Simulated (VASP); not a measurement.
# SiCl2H2 in VASP: further runs

Aim: see how the results for SiCl2H2 move with the level of theory and the settings. Levels: PBE+D3(BJ), HSE06+D3(BJ). Tasks: single point.

Program: VASP 6.6.1. These are calculated values, not measurements. Logs are shortened: lines on timing, memory, paths and dates and some standing lists are left out, and cuts for length are marked.

## 1. The molecule as given

The cell holds a molecule in a box, 5 atoms: a = 13.006 Å, b = 13.506 Å, c = 14.006 Å, α = 90.00°, β = 90.00°, γ = 90.00°.

## 2. Single point, PBE+D3(BJ)

Input file INCAR:

```
PREC     = Accurate       # precision mode
ENCUT    = 520            # plane-wave cutoff, eV
EDIFF    = 1E-6           # SCF threshold, eV
ISMEAR   = 0              # smearing method
SIGMA    = 0.01           # smearing width, eV
LREAL    = F              # projectors in reciprocal space
LASPH    = T              # aspherical terms in the spheres
NELM     = 100            # most SCF steps
ALGO     = Normal         # electronic algorithm
ISIF     = 2              # what is computed and relaxed
LWAVE    = F              # write WAVECAR
LCHARG   = F              # write CHGCAR
GGA      = PE             # functional
IVDW     = 12             # dispersion correction
ISYM     = 0
```

Input file KPOINTS:

```
regular mesh
0
Gamma
  1 1 1
```

Input file POSCAR:

```
SiH2Cl2                                 
1.0
   13.0062868778      0.0000000000      0.0000000000
    0.0000000000     13.5062868778      0.0000000000
    0.0000000000      0.0000000000     14.0062868778
  Si              Cl              H             
     1     2     2
Selective dynamics
Direct
     0.5004594151000035    0.5136331543000026    0.4971609763000018   F   F   F
     0.4103579674076030    0.4069474995286392    0.4348536694453302   T   T   T
     0.5827956027713556    0.4526015743900320    0.6074164374428490   T   T   T
     0.5734642084027681    0.5520482185668386    0.4248048764030066   T   T   T
     0.4328744853445132    0.5922876211080025    0.5360463605799926   T   T   T
```

Potentials or basis: VASP PAW PBE potentials, release 64 (Si, Cl, H).

Run with:

```bash
cat potpaw_PBE.64/Si/POTCAR potpaw_PBE.64/Cl/POTCAR potpaw_PBE.64/H/POTCAR > POTCAR
mpirun -np 4 vasp_gam > vasp.out
```

OUTCAR:

```text
PREC = Accurate
   ENCUT = 520
   EDIFF = 1E-6
   ISMEAR = 0
   LREAL = F
   LASPH = T
   NELM = 100
   ISIF = 2
   GGA = PE
   IVDW = 12
   ISYM = 0
 IVDW          = 12

 ion  position               nearest neighbor table
   1  0.500  0.514  0.497-   4 1.48   5 1.48   3 2.05   2 2.05
   2  0.410  0.407  0.435-   1 2.05
   3  0.583  0.453  0.607-   1 2.05
   4  0.573  0.552  0.425-   1 1.48
   5  0.433  0.592  0.536-   1 1.48

IMPORTANT INFORMATION: All symmetrisations will be switched off!
NOSYMM: (Re-)initialisation of all symmetry stuff for point group C_1.

----------------------------------------------------------------------------------------

                                     Primitive cell

  volume of cell :    2460.4374

  direct lattice vectors                    reciprocal lattice vectors
    13.006286878  0.000000000  0.000000000     0.076885894  0.000000000  0.000000000
     0.000000000 13.506286878  0.000000000     0.000000000  0.074039594  0.000000000
     0.000000000  0.000000000 14.006286878     0.000000000  0.000000000  0.071396510

  length of vectors
    13.006286878 13.506286878 14.006286878     0.076885894  0.074039594  0.071396510

  position of ions in fractional coordinates (direct lattice)
     0.500459415  0.513633154  0.497160976
     0.410357967  0.406947500  0.434853669
     0.582795603  0.452601574  0.607416437
     0.573464208  0.552048219  0.424804876
     0.432874485  0.592287621  0.536046361

  ion indices of the primitive-cell ions
   primitive index   ion index
                 1           1
                 2           2
                 3           3
                 4           4
                 5           5

----------------------------------------------------------------------------------------

 KPOINTS: regular mesh

Automatic generation of k-mesh.
 Grid dimensions read from file:
 generate k-points for:    1    1    1

 Generating k-lattice:

  Cartesian coordinates                     Fractional coordinates (reciprocal lattice)
     0.076885894  0.000000000  0.000000000     1.000000000  0.000000000  0.000000000
     0.000000000  0.074039594  0.000000000     0.000000000  1.000000000  0.000000000
     0.000000000  0.000000000  0.071396510     0.000000000  0.000000000  1.000000000

  Length of vectors
     0.076885894  0.074039594  0.071396510

  Shift w.r.t. Gamma in fractional coordinates (k-lattice)
     0.000000000  0.000000000  0.000000000

 Subroutine IBZKPT returns following result:
 ===========================================

 Found      1 irreducible k-points:

 Following reciprocal coordinates:
            Coordinates               Weight
  0.000000  0.000000  0.000000      1.000000
   k-points           NKPTS =      1   k-points in BZ     NKDIM =      1   number of bands    NBANDS=     16
   number of dos      NEDOS =    301   number of ions     NIONS =      5
   total plane-waves  NPLWV = ******
   dimension x,y,z NGX =    98 NGY =  100 NGZ =  108
   dimension x,y,z NGXF=   196 NGYF=  200 NGZF=  216
   ions per type =               1   2   2
   NGX,Y,Z   is equivalent  to a cutoff of  12.53, 12.31, 12.82 a.u.
   NGXF,Y,Z  is equivalent  to a cutoff of  25.05, 24.62, 25.64 a.u.
 SYSTEM =  unknown system
   PREC   = accura    normal or accurate (medium, high low for compatibility)
   ISTART =      0    job   : 0-new  1-cont  2-samecut
   ICHARG =      2    charge: 1-file 2-atom 10-const
   ISPIN  =      1    spin polarized calculation?
   LNONCOLLINEAR =      F non collinear calculations
   LSORBIT =      F    spin-orbit coupling
   LASPH  =      T    aspherical Exc in radial PAW
   ENCUT  =  520.0 eV  38.22 Ry    6.18 a.u.  24.18 25.11 26.04*2*pi/ulx,y,z
   NELM   =    100;   NELMIN=  2; NELMDL= -5     # of ELM steps
   EDIFF  = 0.1E-05   stopping-criterion for ELM
   LREAL  =      F    real-space projection
   EDIFFG = 0.1E-04   stopping-criterion for IOM
   NSW    =      0    number of steps for IOM
   IBRION =     -1    ionic relax: 0-MD 1-quasi-New 2-CG
   NFREE  =      0    steps in history (QN), initial steepest desc. (CG)
   ISIF   =      2    stress and relaxation
   ISYM   =      0    0-nonsym 1-usesym 2-fastsym
   POTIM  = 0.5000    time-step for ionic-motion
   TEBEG  =    0.0;   TEEND  =   0.0 temperature during run
   PSTRESS=    0.0 pullay stress
   NELECT =      20.0000    total number of electrons
   NUPDOWN=      -1.0000    fix difference up-down
   EMIN   =  10.00;   EMAX   =-10.00  energy-range for DOS
   EFERMI =   0.00;   METHOD = LEGACY
   ISMEAR =     0;   SIGMA  =   0.01  broadening in eV -4-tet -1-fermi 0-gaus
   EFERMI_NEDOS =   21; number of points for ismear=-14 and -15
   IALGO  =     38    algorithm
   IMIX   =      4    mixing-type and parameters
     AMIX     =   0.40;   BMIX     =  1.00
     AMIX_MAG =   1.60;   BMIX_MAG =  1.00
  volume/ion in A,a.u.               =     492.09      3320.77
  Fermi-wavevector in a.u.,A,eV,Ry     =   0.329165  0.622032  1.474189  0.108350
  Thomas-Fermi vector in A             =   1.223379
   LORBIT       =      0    0 simple, 1 ext, 2 COOP (PROOUT), +10 PAW based schemes
   GGA     = PE    functional components
   LHFCALC =     F    Hartree Fock is set to
   AEXX    =    0.0000 exact exchange contribution
   IVDW    =    12    specifies the selected vdW correction
   LEPSILON=     F    determine dielectric tensor
   LRPA    =     F    only Hartree local field effects (RPA)
 non-spin polarized calculation
 Gauss-broadening in eV      SIGMA  =   0.01
  energy-cutoff  :      520.00
  volume of cell :     2460.44
 maximum number of plane-waves:     33144
 NGX is ok and might be reduce to    98
   NGX = 49   NGY = 51   NGZ = 53

 number of electron      20.0000002 magnetization

 Free energy of the ion-electron system (eV)
  ---------------------------------------------------
  ext. energy  EPLUGINS =         0.00000000
  ---------------------------------------------------
  free energy    TOTEN  =       -18.99542156 eV

  energy without entropy =      -18.99542156  energy(sigma->0) =      -18.99542156

 E-fermi :  -7.4668     XC(G=0):  -0.6007

 val. band max:       -7.5208258352   @ k =   0.0000   0.0000   0.0000
 cond. band min:      -0.9722532124   @ k =   0.0000   0.0000   0.0000
 fundamental gap:      6.5485726227
 Fermi energy:        -7.4668226378

 k-point     1 :       0.0000    0.0000    0.0000
  band No.  band energies     occupation
      1     -21.1137      2.00000
      2     -20.5313      2.00000
      3     -13.4714      2.00000
      4     -10.0834      2.00000
      5      -9.8954      2.00000
      6      -9.7706      2.00000
[... 8 lines left out ...]
     15       0.3654      0.00000
     16       0.7009      0.00000

------------------------ aborting loop because EDIFF is reached ----------------------------------------

 Edisp (eV)   -0.12265

 E8    (eV) :    -0.0468

  FORCE on cell =-STRESS in cart. coord.  units (eV):
  Direction    XX          YY          ZZ          XY          YZ          ZX
  --------------------------------------------------------------------------------------
  -------------------------------------------------------------------------------------
  Total      -0.02071    -0.13024    -0.03667    -0.01245     0.03085    -0.02477
  in kB      -0.01348    -0.08481    -0.02388    -0.00810     0.02009    -0.01613
  external pressure =       -0.04 kB  Pullay stress =        0.00 kB

 VOLUME and BASIS-vectors are now :
 -----------------------------------------------------------------------------
  energy-cutoff  :      520.00
  volume of cell :     2460.44
      direct lattice vectors                 reciprocal lattice vectors
    13.006286878  0.000000000  0.000000000     0.076885894  0.000000000  0.000000000
     0.000000000 13.506286878  0.000000000     0.000000000  0.074039594  0.000000000
     0.000000000  0.000000000 14.006286878     0.000000000  0.000000000  0.071396510

 POSITION                                       TOTAL-FORCE (eV/Angst)
 -----------------------------------------------------------------------------------
      6.50912      6.93728      6.96338        -0.001178     -0.027299      0.008599
      5.33723      5.49635      6.09069         0.000895      0.025905     -0.008037
      7.58001      6.11297      8.50765         0.001636      0.026027     -0.007499
      7.45864      7.45612      5.94994         0.015995     -0.017182     -0.010732
      5.63009      7.99961      7.50802        -0.017348     -0.007451      0.017670
 -----------------------------------------------------------------------------------
    total drift:                                0.000454      0.000198      0.000002

  FREE ENERGIE OF THE ION-ELECTRON SYSTEM (eV)
  ---------------------------------------------------
  free  energy   TOTEN  =       -19.1180676641 eV

  energy  without entropy=      -19.1180676641  energy(sigma->0) =      -19.11806766
```

It took 47 s on 4 MPI ranks of Intel Xeon Platinum 8375C at 2.90GHz (Ice Lake), shared host; peak memory 0.65 GiB.

What came out:

```
Free energy                     : -19.1181 eV
Largest force                   : 0.029 eV/Å
Gap between the frontier levels : 6.55 eV
Dispersion energy per atom      : -0.025 eV
```

Forces in eV/Å, atoms in the order of the input:
```
Si  -0.001 -0.027  0.009
Cl   0.001  0.026 -0.008
Cl   0.002  0.026 -0.007
H    0.016 -0.017 -0.011
H   -0.017 -0.007  0.018
```

As with any semilocal functional, this PBE gap is likely too small.

## 3. Single point, PBE+D3(BJ)

INCAR: that of step 2 with these lines changed.

```diff
@@ -1,3 +1,3 @@
 PREC     = Accurate       # precision mode
-ENCUT    = 520            # plane-wave cutoff, eV
+ENCUT    = 250            # plane-wave cutoff, eV
 EDIFF    = 1E-6           # SCF threshold, eV
```

KPOINTS is that of step 2.

POSCAR is that of step 2.

Potentials or basis: VASP PAW PBE potentials, release 64 (Si, Cl, H).

Run with:

```bash
cat potpaw_PBE.64/Si/POTCAR potpaw_PBE.64/Cl/POTCAR potpaw_PBE.64/H/POTCAR > POTCAR
mpirun -np 4 vasp_gam > vasp.out
```

Wall time 14 s (4 MPI ranks of Intel Xeon Platinum 8375C at 2.90GHz (Ice Lake), shared host); peak memory 0.3 GiB.

The run converged, but a check on its numbers failed (symmetry, net force, bounds or a known fault of this set-up), so they aren't taken as properties of the molecule.

Caveat: the cutoff lies under the usual one of these potentials, so the numbers hold a large basis-set error.

## 4. Single point, HSE06+D3(BJ)

POSCAR is that of step 3.

Input file INCAR.step1:

```
PREC     = Accurate       # precision mode
ENCUT    = 400            # plane-wave cutoff, eV
EDIFF    = 1E-5           # SCF threshold, eV
ISMEAR   = 0              # smearing method
SIGMA    = 0.01           # smearing width, eV
LREAL    = F              # projectors in reciprocal space
LASPH    = T              # aspherical terms in the spheres
NELM     = 100            # most SCF steps
ALGO     = Normal         # electronic algorithm
ISIF     = 2              # what is computed and relaxed
LWAVE    = T              # write WAVECAR
LCHARG   = F              # write CHGCAR
ISYM     = 0            
TIME     = 0.4          
GGA      = PE             # functional
```

Input file INCAR.step2:

```
PREC     = Accurate       # precision mode
ENCUT    = 400            # plane-wave cutoff, eV
EDIFF    = 1E-6           # SCF threshold, eV
ISMEAR   = 0              # smearing method
SIGMA    = 0.01           # smearing width, eV
LREAL    = F              # projectors in reciprocal space
LASPH    = T              # aspherical terms in the spheres
NELM     = 100            # most SCF steps
ALGO     = Damped         # electronic algorithm
ISIF     = 2              # what is computed and relaxed
LWAVE    = F              # write WAVECAR
LCHARG   = F              # write CHGCAR
GGA      = PE             # functional
LHFCALC  = T              # exact exchange
HFSCREEN = 0.2            # screening, 1/A
PRECFOCK = Fast         
IVDW     = 12             # dispersion correction
VDW_S6   = 1.0          
VDW_S8   = 2.31         
VDW_A1   = 0.383        
VDW_A2   = 5.685        
ISYM     = 0            
TIME     = 0.4          
ISTART   = 1
```

KPOINTS is that of step 3.

Run with:

```bash
cat potpaw_PBE.64/Si/POTCAR potpaw_PBE.64/Cl/POTCAR potpaw_PBE.64/H/POTCAR > POTCAR
cp INCAR.step1 INCAR
mpirun -np 4 vasp_gam > vasp.out
cp INCAR.step2 INCAR
mpirun -np 4 vasp_gam > vasp.out
```

Run time: 64 s. Hardware: 4 MPI ranks of Intel Xeon Platinum 8375C at 2.90GHz (Ice Lake), shared host; peak memory 0.67 GiB.

The run converged. Its results:

```
Free energy                     : -22.8891 eV
Largest force                   : 0.341 eV/Å
Gap between the frontier levels : 8.00 eV
Dispersion energy per atom      : -0.019 eV
```

Forces in eV/Å, atoms in the order of the input:
```
Si  -0.010 -0.140  0.041
Cl   0.186  0.245  0.135
Cl  -0.173  0.146 -0.254
H   -0.108 -0.091  0.105
H    0.104 -0.161 -0.027
```

Levels at points of the mesh, in eV from the valence-band top:
```
           k point  band 7  band 8  band 9  band 10  band 11  band 12  band 13  band 14
(0.00, 0.00, 0.00)   -0.72   -0.62   -0.32     0.00     8.00     8.12     8.26     8.89
```

Caveat: the PAW data sets were made with another functional, which shifts forces and pressure a little.
